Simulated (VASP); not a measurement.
Level of theory: vdW-DF-cx, VASP's PBE PAW potentials (set 64) (plane waves; VASP).

VASP input:

INCAR:
```
SYSTEM = CdF2
PREC = Accurate; ENCUT = 520; LREAL = .FALSE.
LASPH = .TRUE.; ICHARG = 11
EDIFF = 1E-7; NELM = 100; ALGO = Normal
LMAXMIX = 4
ISMEAR = 0; SIGMA = 0.05
GGA = CX; LUSE_VDW = .TRUE.; AGGAC = 0.0
LWAVE = .FALSE.; LCHARG = .FALSE.; LORBIT = 11
```

File POSCAR:
```
CdF2
1
    0.0000000000     2.7073470273     2.7073470273
    2.7073470273    -0.0000000000     2.7073470273
    2.7073470273     2.7073470273     0.0000000000
Cd F
1 2
Direct
  0.0000000000   0.0000000000   0.0000000000
  0.2500000000   0.2500000000   0.2500000000
  0.7500000000   0.7500000000   0.7500000000
```

File KPOINTS:
```
k-points along high-symmetry lines
15
Line-mode
Reciprocal
  0.000000   0.000000   0.000000 ! GAMMA
  0.500000   0.000000   0.500000 ! X

  0.500000   0.000000   0.500000 ! X
  0.625000   0.250000   0.625000 ! U

  0.375000   0.375000   0.750000 ! K
  0.000000   0.000000   0.000000 ! GAMMA

  0.000000   0.000000   0.000000 ! GAMMA
  0.500000   0.500000   0.500000 ! L

  0.500000   0.500000   0.500000 ! L
  0.500000   0.250000   0.750000 ! W

  0.500000   0.250000   0.750000 ! W
  0.500000   0.000000   0.500000 ! X
```

POTCAR, in this order: Cd F (PBE.64 set). Program: vasp_std. Read from the step before: CHGCAR.

Output of the run:

**OSZICAR**
```
       N       E                     dE             d eps       ncg     rms          rms(c)
DAV:   1     0.206009090947E+03    0.20601E+03   -0.15859E+04  3132   0.155E+03
DAV:   2     0.509718515423E+01   -0.20091E+03   -0.19578E+03  3587   0.381E+02
DAV:   3    -0.333368236159E+01   -0.84309E+01   -0.84147E+01  3276   0.862E+01
DAV:   4    -0.337767473439E+01   -0.43992E-01   -0.43986E-01  3399   0.611E+00
DAV:   5    -0.337784724274E+01   -0.17251E-03   -0.17251E-03  3305   0.343E-01
DAV:   6    -0.337784812622E+01   -0.88349E-06   -0.88353E-06  3472   0.246E-02
DAV:   7    -0.337784813119E+01   -0.49640E-08   -0.49382E-08  2726   0.175E-03
   1 F= -.33778481E+01 E0= -.33778481E+01  d E =-.154930E-13
```

### OUTCAR
```
 val. band max:       -1.5531606640   @ k =   0.5000   0.2500   0.7500

 cond. band min:       1.4322261836   @ k =   0.0000   0.0000   0.0000



 k-point     1 :       0.0000    0.0000    0.0000
  band No.  band energies     occupation
      1     -22.1579      2.00000
      2     -21.0748      2.00000
      3      -7.1132      2.00000
      4      -7.1132      2.00000
      5      -7.1132      2.00000
      6      -5.9583      2.00000
      7      -5.9583      2.00000
      8      -2.4965      2.00000
      9      -2.4965      2.00000
     10      -2.4965      2.00000
     11      -2.0625      2.00000
     12      -2.0625      2.00000
     13      -2.0625      2.00000
     14       1.4322      0.00000
     15      10.9986      0.00000
     16      10.9986      0.00000
     17      10.9986      0.00000

 k-point     2 :       0.0357    0.0000    0.0357
  band No.  band energies     occupation
      1     -22.1525      2.00000
      2     -21.0796      2.00000
      3      -7.1063      2.00000
      4      -7.1063      2.00000
      5      -7.0960      2.00000
      6      -5.9642      2.00000
      7      -5.9569      2.00000
      8      -2.5534      2.00000
      9      -2.5164      2.00000
     10      -2.5164      2.00000
     11      -2.0621      2.00000
     12      -2.0588      2.00000
     13      -2.0588      2.00000
     14       1.5004      0.00000
     15      10.9087      0.00000
     16      11.0215      0.00000
     17      11.0215      0.00000

 k-point     3 :       0.0714    0.0000    0.0714
  band No.  band energies     occupation
      1     -22.1363      2.00000
      2     -21.0936      2.00000
      3      -7.0855      2.00000
      4      -7.0855      2.00000
      5      -7.0452      2.00000
      6      -5.9822      2.00000
      7      -5.9528      2.00000
      8      -2.7111      2.00000
      9      -2.5762      2.00000
     10      -2.5762      2.00000
     11      -2.0610      2.00000
     12      -2.0471      2.00000
...
```

The density is held fixed in this step, so its total energy and stress have no physical meaning.

The compound is CdF2 in the fluorite structure. It was relaxed first.
